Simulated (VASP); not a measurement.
Here is the system:

```yaml
crystal:
  lattice:
    - [0.00000, 3.05000, 3.05000]
    - [3.05000, 0.00000, 3.05000]
    - [3.05000, 3.05000, 0.00000]
  atoms:
    - { symbol: Ga, position: [0.00000, 0.00000, 0.00000] }
    - { symbol: Sb, position: [0.25000, 0.25000, 0.25000] }
```

Level of theory: PBE GGA, VASP's PBE PAW potentials (set 64) (plane waves; VASP). Settings: 400 eV cut-off, 7×7×7 Γ-centred mesh, Fermi-Dirac smearing of 0.20 eV, potentials Ga_d Sb.

Question: Give the stress tensor in GPa (positive for a compressed cell).

Answer: 
```
2.87  0.00  0.00
0.00  2.87  0.00
0.00  0.00  2.87
```
The pressure is its mean diagonal, 2.87 GPa.

The compound is GaSb in the zinc blende structure. The cell was not relaxed at this level. The run is one of a series of settings (ISMEAR = -1, SIGMA = 0.2 against the base run), some of them coarse on purpose.
